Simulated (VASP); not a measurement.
Consider the following.

```
Au
1.0
    0.00000     2.04000     2.04000
    2.04000     0.00000     2.04000
    2.04000     2.04000     0.00000
Au
1
Direct
  0.00000   0.00000   0.00000
```

These are RPBE GGA, VASP's PBE PAW potentials (set 64) (plane waves; VASP 6.6.1) values and carry that method's errors. Numerical set-up: 520 eV cut-off, 14×14×14 Γ-centred mesh, first-order Methfessel-Paxton smearing of 0.10 eV, potentials Au.

Energy and stress use the plane-wave basis of the starting cell.

**Question.** The ions, cell shape and volume are relaxed. Which structure does the run end with?

**Answer.** 
```
Au
1.0
    0.00000     2.09832     2.09832
    2.09832     0.00000     2.09832
    2.09832     2.09832     0.00000
Au
1
Cartesian
  0.00000   0.00000   0.00000
```
Space group Fm-3m (225), at a tolerance of 0.03 Å.

**Question.** How do energy and volume change from the first to the last step?

**Answer.** The energy (σ→0) changes by -54.4 meV/atom and the volume by +8.8 %, in 4 ionic steps.

```csv
step,E(σ→0) (eV),max force (eV/Å),pressure (GPa),volume (Å³)
1,-2.5778,0.000,13.10,16.98
2,-2.5614,0.000,-9.31,20.62
3,-2.6321,0.000,-0.27,18.51
4,-2.6322,0.000,-0.07,18.48
```

The compound is Au in the fcc structure. This run relaxes it. Symmetry was kept, so distortions that lower it aren't found.
